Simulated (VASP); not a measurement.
Here is the system:

```
SnSe2
1.0
    1.92171    -3.32850     0.00000
    1.92171     3.32850     0.00000
    0.00000     0.00000     6.00152
Sn Se
1 2
Direct
  0.00000   0.00000   0.00000
  0.33333   0.66667   0.26549
  0.66667   0.33333   0.73451
```

Computed with PBE GGA with D3 dispersion (Becke-Johnson damping), VASP's PBE PAW potentials (set 64) (plane waves; VASP). Settings: 520 eV cut-off, 8×8×4 Γ-centred mesh, tetrahedra with Blöchl corrections, potentials Sn_d Se.

The cores are frozen, which limits the accuracy of field gradients.

Problem. Give the principal components of the electric field gradient (V/Å²) and the asymmetry η at each nucleus.

Solution. 
```json
[
 {"atom": "Sn1", "Vxx": "-1.9", "Vyy": "-1.9", "Vzz": "3.7", "η": "0.00"},
 {"atom": "Se2", "Vxx": "28.1", "Vyy": "28.1", "Vzz": "-56.2", "η": "0.00"},
 {"atom": "Se3", "Vxx": "28.1", "Vyy": "28.1", "Vzz": "-56.2", "η": "0.00"}
]
```

The compound is SnSe2 in the 1T layered structure. It was relaxed first.
